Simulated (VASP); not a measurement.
All values below come from LDA (Ceperley-Alder, Perdew-Zunger), VASP's LDA PAW potentials (set 64) (plane waves; VASP). Each cell was relaxed at this level.

Which of these has an unstable (imaginary) mode at Γ?
(A) As, R-3m (166)
(B) Be3ZnO4, I-42m (121)
(C) PbClF, P2_1 (4)
(D) Mg2SeS, P-4m2 (115)

C, PbClF, P2_1 (4). Its optical Γ-point modes are 63i, 47i, 45, 49, 63, 65, 78, 102, 118, 132, 196, 203, 205, 216, 219 cm⁻¹.
